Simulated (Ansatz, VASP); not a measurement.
# Cross-check of Y between VASP and Ansatz

Wanted: the spread between two codes on one cell, functional and k mesh. Of the first pair: The cell is taken from a series of runs on this material, whose earlier steps may have relaxed, scaled, displaced or heated it; both programs get it as it stands.

Method: plane waves, with VASP 6.6.1 beside it; relaxation of cell and atoms at PBEsol and single point at PBEsol, in Ansatz 0.2.0.

## Step 1: Starting point

Symmetry: P6_3/mmc, No. 194, hexagonal system. The conventional cell has a = 3.598 Å, b = 3.598 Å, c = 5.585 Å, α = 90.00°, β = 90.00°, γ = 120.00°. Nearest to Y lie 12 Y at 3.48 to 3.60 Å.

## Step 2: VASP: relaxation of cell and atoms, PBEsol

The relaxed volume is the usual yardstick between codes: in a stiff, nearly cubic crystal its relative difference is about their pressure difference at one cell divided by the bulk modulus.

Lines of VASP's logs that name or quote its potential files are left out, and so is its time.

Input file INCAR:

```
SYSTEM = Y
PREC = Accurate
ENCUT = 500
EDIFF = 1E-07
NELM = 120
ISMEAR = 1
SIGMA = 0.2
LREAL = .FALSE.
ALGO = Normal
GGA = PS
NBANDS = 17
LASPH = .TRUE.
LORBIT = 11
LWAVE = .FALSE.
LCHARG = .FALSE.
ISIF = 3
IBRION = 2
NSW = 80
EDIFFG = -0.005
GGA_COMPAT = .FALSE.
NELMIN = 4
KPAR = 2
```

Input file POSCAR:

```
Y
1.0
    3.5978880000      0.0000000000      0.0000000000
   -1.7989440000      3.1158620000      0.0000000000
    0.0000000000      0.0000000000      5.5847210000
Y
2
Direct
    0.3333332798      0.6666665597      0.2499999552
    0.6666667202      0.3333334403      0.7499998657
```

Input file KPOINTS:

```
Automatic mesh
0
Gamma
15 15 8
0 0 0
```

The projector-augmented-wave data sets are Y_sv (PBE family, release 64).

Command:

```
mpirun -np 2 vasp_std
```

Numbers of over 12 decimals in the logs are rounded to 6 here.

What it wrote:

```text
[banner, memory and clock lines left out]
running    2 mpi-ranks, on    1 nodes
 distrk:  each k-point on    1 cores,    2 groups
 distr:  one band on    1 cores,    1 groups

 POSCAR found type information on POSCAR Y
 POSCAR found :  1 types and       2 ions
|                                                                             |
|               ----> ADVICE to this user running VASP <----                  |
|                                                                             |
|     You enforced a specific xc type in the INCAR file but a different       |
|     [... a line on the potential file left out ...]
|     I HOPE YOU KNOW WHAT YOU ARE DOING!                                     |
|                                                                             |

 LDA part: xc-table for (Slater+PW92), standard interpolation
 POSCAR, INCAR and KPOINTS ok, starting setup
 FFT: planning ... GRIDC
 FFT: planning ... GRID_SOFT
 FFT: planning ... GRID
 WAVECAR not read
 entering main loop
       N       E                     dE             d eps       ncg     rms          rms(c)
DAV:   1     0.848722168935E+02    0.84872E+02   -0.11260E+04  4590   0.120E+03
DAV:   2    -0.693271917664E+01   -0.91805E+02   -0.90569E+02  5765   0.263E+02
DAV:   3    -0.139244856145E+02   -0.69918E+01   -0.69247E+01  8216   0.437E+01
DAV:   4    -0.140726097854E+02   -0.14812E+00   -0.14805E+00  5562   0.679E+00
DAV:   5    -0.140759225144E+02   -0.33127E-02   -0.33119E-02  6789   0.759E-01    0.342E+01
DAV:   6    -0.137138923657E+02    0.36203E+00   -0.45182E-01  4959   0.429E+00    0.211E+01
DAV:   7    -0.136527553767E+02    0.61137E-01   -0.87960E-01  6189   0.544E+00    0.181E+00
DAV:   8    -0.136398633915E+02    0.12892E-01   -0.15261E-01  5755   0.238E+00    0.764E-01
DAV:   9    -0.136394142698E+02    0.44912E-03   -0.46171E-03  6484   0.439E-01    0.313E-01
DAV:  10    -0.136394564535E+02   -0.42184E-04   -0.11289E-03  5393   0.303E-01    0.151E-01
DAV:  11    -0.136394465312E+02    0.99223E-05   -0.62484E-05  7057   0.643E-02    0.337E-02
DAV:  12    -0.136394435054E+02    0.30258E-05   -0.12867E-05  5604   0.310E-02    0.262E-02
DAV:  13    -0.136394442636E+02   -0.75821E-06   -0.38045E-06  5216   0.188E-02    0.202E-03
DAV:  14    -0.136394443886E+02   -0.12505E-06   -0.16248E-07  4947   0.237E-03    0.887E-04
DAV:  15    -0.136394442941E+02    0.94494E-07   -0.27911E-08  3090   0.128E-03
   1 F= -.13639444E+02 E0= -.13638810E+02  d E =-.136394E+02
 curvature:   0.00 expect dE= 0.000E+00 dE for cont linesearch  0.000E+00
 trial: gam= 0.00000 g(F)=  0.598E-41 g(S)=  0.222E-03 ort = 0.000E+00 (trialstep = 0.100E+01)
 search vector abs. value=  0.222E-03
 bond charge predicted
       N       E                     dE             d eps       ncg     rms          rms(c)
DAV:   1    -0.136422192884E+02   -0.27749E-02   -0.55836E-02  6649   0.150E+00    0.371E-01
DAV:   2    -0.136398943426E+02    0.23249E-02   -0.65068E-03  6324   0.508E-01    0.170E-01
DAV:   3    -0.136393228656E+02    0.57148E-03   -0.48483E-03  7145   0.342E-01    0.108E-01
DAV:   4    -0.136394168085E+02   -0.93943E-04   -0.35520E-04  5574   0.104E-01    0.533E-02
DAV:   5    -0.136395225024E+02   -0.10569E-03   -0.18042E-04  8202   0.523E-02    0.214E-02
DAV:   6    -0.136395235297E+02   -0.10273E-05   -0.54864E-06  5922   0.145E-02    0.136E-02
DAV:   7    -0.136395345811E+02   -0.11051E-04   -0.96245E-06  6342   0.177E-02    0.367E-03
DAV:   8    -0.136395348313E+02   -0.25026E-06   -0.98938E-07  6472   0.371E-03    0.843E-04
DAV:   9    -0.136395349705E+02   -0.13916E-06   -0.44002E-08  2813   0.143E-03    0.471E-04
DAV:  10    -0.136395349500E+02    0.20469E-07   -0.94232E-09  2669   0.515E-04
   2 F= -.13639535E+02 E0= -.13638935E+02  d E =-.906559E-04
 trial-energy change:   -0.000091  1 .order   -0.000090   -0.000222    0.000042
 step:   0.8413(harm=  0.8413)  dis= 0.00000  next Energy=   -13.639538 (dE=-0.936E-04)
 bond charge predicted
       N       E                     dE             d eps       ncg     rms          rms(c)
DAV:   1    -0.136396065557E+02   -0.71585E-04   -0.14092E-03  6648   0.238E-01    0.592E-02
DAV:   2    -0.136395491955E+02    0.57360E-04   -0.16599E-04  6266   0.809E-02    0.272E-02
DAV:   3    -0.136395357874E+02    0.13408E-04   -0.12424E-04  7136   0.545E-02    0.171E-02
DAV:   4    -0.136395371248E+02   -0.13373E-05   -0.88317E-06  5488   0.167E-02    0.829E-03
DAV:   5    -0.136395385195E+02   -0.13948E-05   -0.47860E-06  8220   0.848E-03    0.330E-03
DAV:   6    -0.136395384606E+02    0.58892E-07   -0.12159E-07  3456   0.220E-03
   3 F= -.13639538E+02 E0= -.13638933E+02  d E =-.941665E-04
 curvature:  -0.42 expect dE=-0.432E-06 dE for cont linesearch -0.163E-06
 trial: gam=-0.03717 g(F)=  0.107E-40 g(S)=  0.103E-05 ort = 0.929E-05 (trialstep = 0.968E+00)
 search vector abs. value=  0.642E-06
 reached required accuracy - stopping structural energy minimisation
```

From OUTCAR (step 2):

```text
ion  position               nearest neighbor table
   1  0.333  0.667  0.250-   2 3.48   2 3.48   2 3.48   2 3.48   2 3.48   2 3.48
   2  0.667  0.333  0.750-   1 3.48   1 3.48   1 3.48   1 3.48   1 3.48   1 3.48

  LATTYP: Found a hexagonal cell.
 ALAT       =     3.5978880000
 C/A-ratio  =     1.5522220258

 Subroutine GETGRP returns: Found 24 space group operations
 (whereof 12 operations were pure point group operations)

The static configuration has the point symmetry D_3d.
 The point group associated with its full space group is D_6h.

 Found    135 irreducible k-points:

   k-points           NKPTS =    135   k-points in BZ     NKDIM =    135   number of bands    NBANDS=     17

   dimension x,y,z NGX =    28 NGY =   28 NGZ =   42
   dimension x,y,z NGXF=    56 NGYF=   56 NGZF=   84

   ENCUT  =  500.0 eV  36.75 Ry    6.06 a.u.   6.56  6.56 10.18*2*pi/ulx,y,z

   NELECT =      22.0000    total number of electrons

 k-points in reciprocal lattice and weights: Automatic mesh
   0.00000000  0.00000000  0.00000000       0.001
   0.06666667  0.00000000  0.00000000       0.003
   0.13333333  0.00000000  0.00000000       0.003
   0.20000000 -0.00000000  0.00000000       0.003
   0.26666667  0.00000000  0.00000000       0.003
   0.33333333 -0.00000000  0.00000000       0.003
   0.40000000  0.00000000  0.00000000       0.003
   0.46666667  0.00000000  0.00000000       0.003
   0.06666667  0.06666667  0.00000000       0.003
[...]
0.33333333  0.26666667  0.50000000       0.007
   0.33333333  0.33333333  0.50000000       0.001

 average (electrostatic) potential at core
       1 -37.1714       2 -37.1714

 E-fermi :   3.1315

 k-point     1 :       0.0000    0.0000    0.0000
  band No.  band energies     occupation
    ...
      6     -19.0331      2.00000
      7     -19.0331      2.00000
      8     -18.9842      2.00000
      9      -1.6463      2.00000
     10       1.1978      2.00000
     11       4.2765     -0.00000
     12       4.8980     -0.00000
     13       4.8980     -0.00000
     14       5.3193     -0.00000
     15       5.5665     -0.00000
    ...

 k-point     2 :       0.0667    0.0000    0.0000
  band No.  band energies     occupation
    ...
      6     -19.0531      2.00000
      7     -19.0353      2.00000
      8     -18.9889      2.00000
      9      -1.5461      2.00000
     10       1.2911      2.00000
     11       4.1563     -0.00000
     12       4.6344     -0.00000
     13       4.9909     -0.00000
     14       5.4480     -0.00000
     15       5.5239     -0.00000
    ...

 k-point     3 :       0.1333    0.0000    0.0000
  band No.  band energies     occupation
    ...
      6     -19.1086      2.00000
      7     -19.0419      2.00000
      8     -19.0029      2.00000
      9      -1.2550      2.00000
     10       1.5511      2.00000
     11       3.8393     -0.00001
     12       4.1855     -0.00000
     13       5.1758     -0.00000
     14       5.2666     -0.00000
     15       5.5529     -0.00000
    ...

  Total        0.0005134      0.0005134     -0.0064810      0.0000000      0.0000000     -0.0000000
  in kB        0.0131830      0.0131830     -0.1664082      0.0000000      0.0000000     -0.0000000
  external PRESSURE =      -0.0466807 kB  Pullay stress =       0.0000000 kB

  energy-cutoff  :      500.00
  volume of cell :       62.40
      direct lattice vectors                 reciprocal lattice vectors
     3.594343178 -0.000000000  0.000000000     0.278214948  0.160627496 -0.000000000
    -1.797171589  3.112792095 -0.000000000     0.000000000  0.321254992 -0.000000000
     0.000000000  0.000000000  5.577110765    -0.000000000  0.000000000  0.179304310

 POSITION                                       TOTAL-FORCE (eV/Angst)
 -----------------------------------------------------------------------------------
     -0.00000      2.07519      1.39428        -0.000000      0.000000     -0.000000
      1.79717      1.03760      4.18283         0.000000     -0.000000      0.000000
 -----------------------------------------------------------------------------------
    total drift:                               -0.000000     -0.000208      0.000656

  FREE ENERGIE OF THE ION-ELECTRON SYSTEM (eV)
  ---------------------------------------------------
  free  energy   TOTEN  =       -13.6395384606 eV

  energy  without entropy=      -13.6377225945  energy(sigma->0) =      -13.63893317

 reached required accuracy - stopping structural energy minimisation

 total charge
# of ion       s       p       d       f       tot
--------------------------------------------------
    1        2.291   6.234   0.967   0.008   9.499
    2        2.291   6.234   0.967   0.008   9.499
--------------------------------------------------
tot          4.581  12.467   1.934   0.015  18.998

[... 3 further parts left out ...]
```

The run keeps the 24 symmetry operations of its start, so it cannot find a distortion of lower symmetry.

## Step 3: Ansatz: relaxation of cell and atoms, PBEsol

Ansatz runs on its PAW soft_1 files.

The same cell, functional, mesh and smearing now go to Ansatz, which takes its cutoff from its data sets.

Input file input.yaml:

```yaml
crystal:
  lattice:
    - [3.5978877796, 0.0, 0.0]
    - [-1.7989438898, 3.1158622171, 0.0]
    - [0.0, 0.0, 5.584720621]
  atoms:
    - { symbol: "Y", position: [0.3333333333, 0.6666666667, 0.25] }
    - { symbol: "Y", position: [0.6666666667, 0.3333333333, 0.75] }
kpoints:
  mp_grid: { grid: [15, 15, 8] }
hamiltonian:
  xc: pbesol
  pseudopotentials: { kind: paw, azcp: { folder: soft_1 }, xc_functional: pbe }
scf:
  occupations: { method: methfessel_paxton, width: 0.2 }
output:
  forces: true
  stress: true
  eigenvalues: true
relax:
  adjacent_minimum: "off"
  f_tol: 0.001
  max_steps: 60
  cell: { stress_tol: 0.01 }
```

Command:

```
ansatz run input.yaml --threads 4 --pin off --max-ram 10240MiB --backend cpu --events-out ev --progress --plain --runs-dir out
```

What it wrote:

```text
Engine: ansatz 0.2.0, x86_64-unknown-linux-gnu
Pseudopotentials: kind: paw
Pseudopotential: Y, paw, valence charge 11, recommended cutoff 420 eV (normal), soft_1/Y.paw.azcp
Functional definition: PBEsol
  exchange = pbesol_x
  correlation = pbesol_c
Crystal: 2 atoms, lattice volume = 62.608 Å³
Basis set: ecut = 420 eV, 1207 PW (Γ), exchange–correlation on 50×50×80 points (8 copies of the dense FFT grid, shifted against one another)
Bands: 15, of which v1, the nominal top of the filled ones, is band 11 counted from 1 (10 counted from 0)
Symmetry: 24 space group operations
Space group: P63/mmc (ITA 194), of the structure as read, at distance tolerance 4.0e-5 Å
k-points: 135 of 1800
Non-local potential: Y, projectors of the file, l = 0: 3, l = 1: 2, l = 2: 2, l = 3: 1
PAW form: soft (Blöchl's): semilocal exchange-correlation on the pseudo side does not see the compensation charge
PAW frozen core: Y, regenerated for the run's functional, and the local potential with it (the file was generated under x = pbe(κ = 0.804, μ = 0.219515), c = pbe(β = 0.066725))
PAW one-centre angular grid: Y, 590 points (default); XC on 64 Gauss nodes
Initial density: superposition of atomic densities (chi_scale 0.1, normalization cell)
Initial wavefunctions: pseudopotential atomic-orbital guess
Functional: x = pbesol(κ = 0.804, μ = 0.123457), c = pbesol(β = 0.046)
SCF iter   1: F=—  HF=-7590.252084 eV  |F-HF|=—  |Δ(HF+E_count)|=         —  Δρ=1.39e-2  dr2=1.89e-1  ethr=3.10e-3  ⟨swp⟩=4.4  Hψ=8597  notcnv=0
preconditioner: auto → Kerker (q_TF=auto, 2.292 Å⁻¹)  [metal: Δε(μ)=0.003 eV  Ē_g=2.665 eV  σ=0.200 eV  W_gap=0.01  n_scr=10 (ndim 8)  ℏωp=11.5 eV  f_vac=0.000  D(μ)=3.76/eV (n_scr^D=34)]
SCF iter   2: F=—  HF=-7590.211548 eV  |F-HF|=—  |Δ(HF+E_count)|=   4.05e-2  S|Δr|=    0.00e0  Δρ=8.73e-3  dr2=7.45e-2  ethr=8.58e-4  ⟨swp⟩=1.0  Hψ=3105  notcnv=0
SCF iter   3: F=—  HF=-7590.186946 eV  |F-HF|=—  |Δ(HF+E_count)|=   2.46e-2  S|Δr|=    0.00e0  Δρ=1.39e-3  dr2=1.21e-3  ethr=3.39e-4  ⟨swp⟩=2.9  Hψ=3563  notcnv=0
SCF iter   4: F=—  HF=-7590.186872 eV  |F-HF|=—  |Δ(HF+E_count)|=   7.49e-5  S|Δr|=    0.00e0  Δρ=2.06e-4  dr2=2.31e-5  ethr=5.49e-6  ⟨swp⟩=1.9  Hψ=2488  notcnv=0
SCF iter   5: F=—  HF=-7590.186868 eV  |F-HF|=—  |Δ(HF+E_count)|=   3.95e-6  S|Δr|=    0.00e0  Δρ=4.72e-5  dr2=9.06e-7  ethr=1.05e-7  ⟨swp⟩=2.0  Hψ=3517  notcnv=0
SCF iter   6: F=-7590.186868 eV  HF=-7590.186868 eV  |F-HF|=3.15e-9  |Δ(HF+E_count)|=   1.26e-7  S|Δr|=    0.00e0  Δρ=7.79e-6  dr2=3.03e-8  ethr=4.55e-10  ⟨swp⟩=5.3  Hψ=9078  notcnv=0
SCF 1 converged in 6 iterations: F = -7590.186868 eV  dr2 = 3.03e-8
  greatest PAW one-centre occupation: 0.993 electrons in one spin orbital (limit 2), on the Y atom at site 1 (counted from 0), in its partial waves of l = 0
relax step   1: F+E_penalty+E_count = -7590.18686780 eV  Δ(F+E_penalty+E_count) = +0.000e0 eV  max|allowed force component| = 6.939e-17 eV/Å  Δτ_max = 0.0000 Å  P = -0.006 GPa  Ω = 62.608 Å³  (6 SCF iters, dr2 threshold 1.00e-7 eV, accepted)
[...]
relax step   2: F+E_penalty+E_count = -7590.18687415 eV  Δ(F+E_penalty+E_count) = -6.349e-6 eV  max|allowed force component| = 9.252e-17 eV/Å  Δτ_max = 0.0000 Å  P = +0.001 GPa  Ω = 62.598 Å³  energy of the carried Pulay correction = +2.195e-7 eV  (3 SCF iters, dr2 threshold 4.41e-9 eV, accepted)
[...]
relax step   3: F+E_penalty+E_count = -7590.18687387 eV  Δ(F+E_penalty+E_count) = +2.767e-7 eV  max|allowed force component| = 9.021e-17 eV/Å  Δτ_max = 0.0000 Å  P = +0.001 GPa  Ω = 62.598 Å³  stress off target by 8.83e-3 GPa  SCF on the basis re-selected at this cell (its energy is not comparable with the rows above)  (5 SCF iters)
basis re-selected at this cell: Δ(F+E_penalty+E_count) = +2.767e-7 eV, ΔP = +0.000 GPa vs the last step (what re-selecting the basis moved, of the pressure what is left beyond the Pulay correction that the steps carried, after the strain that the cell walked since its last selection, with what the two solves' SCF thresholds leave and, on support functions, any second-order correction that the steps lacked; it is no m [...]
SCF converged after 5 iterations
Stability not checked: this state was not tested for a lower state beside it, because cold or Methfessel-Paxton smearing, or corrected tetrahedra, fill the levels in a way that the test cannot read (fill_not_monotonic; see scf.lower_state_search)
Free energy (F): -7590.186874 eV
Harris-Foulkes:  -7590.186874 eV  (|F-HF|=1.82e-12)
Internal energy: -7590.184987 eV  (E = F + TS)
E sigma→0 (E₀):  -7590.186402 eV
Entropy (-TS):   -0.001887 eV (-0.943 meV/atom)
Fermi energy:    9.809666 eV
--- Per-component energies (eV) ---
  E_band       = -230.287964
  E_kinetic    = 631.602752
  E_local      = -1172.280569  (includes V_loc(G=0)·N_el)
  E_nonlocal   = 57.284812
  E_hartree    = 370.650040
  E_xc         = -353.834959
  E_vxc        = -408.987627  (∫ρ·V_xc dr)
  E_paw        = -5527.702325  (= ΣΔE_a)
  E_vpaw       = -79.207466  (= ΣTr[D̂ρ^β])
  E_aug_tail   = 0.000046  (compensation charges beyond the density's cutoff)
  E_ewald      = -1596.202330
  E_core_change = 0.297547  (= ΣΔE_core)
  E_smearing   = -0.001887  (= −TS)
  E_closure    = -0.000000  (closes the sum)
  Σ components = -7590.186874   (vs F -7590.186874, Δ=0.00e0)
--- Forces (eV/Å), atoms counted from 1 ---
  atom   1  Y      0.00000000    -0.00000000     0.00000000
  atom   2  Y      0.00000000     0.00000000    -0.00000000
  max |Σ_I F_I| component: 2.78e-17 eV/Å
--- Stress (GPa, compression-positive) ---
        0.006362      -0.000000      -0.000000
        0.000000       0.006362      -0.000000
       -0.000000      -0.000000      -0.008826
  P = ⅓ Tr σ = 0.0013 GPa (0.013 kbar)
--- Band table (eV; the first three rows and the last of 135) ---
  k-point 0: bands = [... 7 lower, -12.2932, 5.0823, 7.8959, 10.9389, 11.5751, 11.5751, 11.9978, 12.2421]
  k-point 1: bands = [... 7 lower, -12.3227, 5.1922, 7.8388, 10.8159, 11.5042, 11.5042, 11.8892, 12.1408]
  k-point 2: bands = [... 7 lower, -12.3582, 5.5099, 7.6189, 10.6153, 11.4050, 11.4050, 11.5944, 11.9078]
  k-point 134: bands = [... 7 lower, -12.4129, 9.4011, 9.4011, 9.4088, 9.4088, 10.2889, 10.2889, 12.6694]
--- Relaxed structure (2 steps of the walk, 2 accepted, 1 SCFs on fresh bases) ---
  F+E_penalty+E_count = -7590.18687387 eV   max|allowed force component| = 9.021e-17 eV/Å   (the final SCF, on the basis selected at the relaxed cell)
  cell:  # Å, volume = 62.5980 Å³
    - [3.598501, 0.0, 0]
    - [-1.799250, 3.116393, 0]
    - [0, 0, 5.581963]
  atoms:
    - { symbol: Y, position: [0.333333, 0.666667, 0.25] }
    - { symbol: Y, position: [0.666667, 0.333333, 0.750000] }
```

## Step 4: Differences

Known differences besides the potentials themselves: the cutoff is 420 eV in Ansatz and 500 eV in VASP; Ansatz makes its cores anew for this functional, VASP keeps those of its PBE data sets; Ansatz adds a Pulay correction to the stress that steers its cell, VASP none. Total energies have different zeros and are not compared.

Compared:

```tsv
quantity	Ansatz	VASP	difference
volume (Å³)	62.60	62.40	+0.32 %
edge a after relaxation, in the typed setting (Å)	3.599	3.594	+0.12 %
edge c after relaxation, in the typed setting (Å)	5.582	5.577	+0.09 %
```

## Step 5: Ansatz: relaxation, PBEsol

This run makes the geometry at which the two programs are then compared.

The structure compared here is the end of the Ansatz relaxation.

input.yaml, the sections that differ from step 3:

```yaml
crystal:
  lattice:
    - [3.4545608459, 0.0, 0.0]
    - [-1.727280423, 2.9917374514, 0.0]
    - [0.0, 0.0, 5.6885662833]
  atoms:
    - { symbol: "Y", position: [0.3333333333, 0.6666666667, 0.25] }
    - { symbol: "Y", position: [0.6666666667, 0.3333333333, 0.75] }
relax:
  adjacent_minimum: "off"
  f_tol: 0.001
  max_steps: 60
  cell: { stress_tol: 0.01, fix: [a, b, gamma] }
# kpoints, hamiltonian, scf, output: as in step 3
```

What it wrote:

```text
[...]
Crystal: 2 atoms, lattice volume = 58.792 Å³
Basis set: ecut = 420 eV, 1123 PW (Γ), exchange–correlation on 48×48×80 points (8 copies of the dense FFT grid, shifted against one another)
Bands: 15, of which v1, the nominal top of the filled ones, is band 11 counted from 1 (10 counted from 0)
Symmetry: 24 space group operations
[...]
k-points: 135 of 1800
[...]
k-point 134: bands = [... 7 lower, -11.6052, 10.0677, 10.0677, 10.1147, 10.1147, 11.0638, 11.0638, 13.2932]
--- Relaxed structure (3 steps of the walk, 3 accepted, 1 SCFs on fresh bases) ---
[...]
cell:  # Å, volume = 59.2055 Å³
    - [3.454561, 2.8867441210120383e-11, 0]
    - [-1.727280, 2.991737, 0]
    - [0, 0, 5.728564]
  atoms:
    - { symbol: Y, position: [0.333333, 0.666667, 0.25] }
    - { symbol: Y, position: [0.666667, 0.333333, 0.750000] }
[key lines of the parts left out:]
SCF converged after 5 iterations
Free energy (F): -7590.132139 eV
Fermi energy:    10.511130 eV
P = ⅓ Tr σ = 2.3626 GPa (23.626 kbar)
```

(Continued in part 2 of 2.)

[Lines on the potential files, build, host, timing and source positions are cut from VASP's logs without a mark.]

[Logs are printed without paths, hosts, clocks, repeated set-up lines and the standing remarks that a program may print on its own settings, such as how far it seeks lower states.]

[Hosts, paths, dates, database ids (printed as entryN), source tags and the programs' standing remarks are cut or masked in the printed files.]
